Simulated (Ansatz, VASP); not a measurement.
**Two plane-wave programs on NbTe**

```
Nb Te
1.0
     0.00000    3.08030    3.08030
     3.08030    0.00000    3.08030
     3.08030    3.08030    0.00000
Nb Te
1 1
Direct
  0.00000 0.00000 0.00000
  0.25000 0.25000 0.25000
```

Alike in both runs: functional LDA; k mesh 12 × 12 × 12; occupations fermi-dirac, width 0.1 eV; no spin polarisation.

Ansatz relaxed the structure, and its values are those at the end. VASP's run is a single point on that final structure, the one shown.

|  | VASP | Ansatz |
| --- | --- | --- |
| version | VASP 6.6.1 | Ansatz 0.2.0 |
| potentials or method | VASP PAW LDA potentials, release 64 (Nb_sv, Te) | PAW with Ansatz's default frozen-core files, scalar-relativistic |
| plane-wave cutoff (eV) | 520 | 420 |
| valence electrons in the cell | 19 | 29 |

```tsv
	VASP	Ansatz	Ansatz less VASP
pressure (GPa)	0.0	0.0	-0.02
```

The two sets of potentials don't hold the same shells in valence.

Spin-orbit coupling is left out, which matters for the levels of Te.
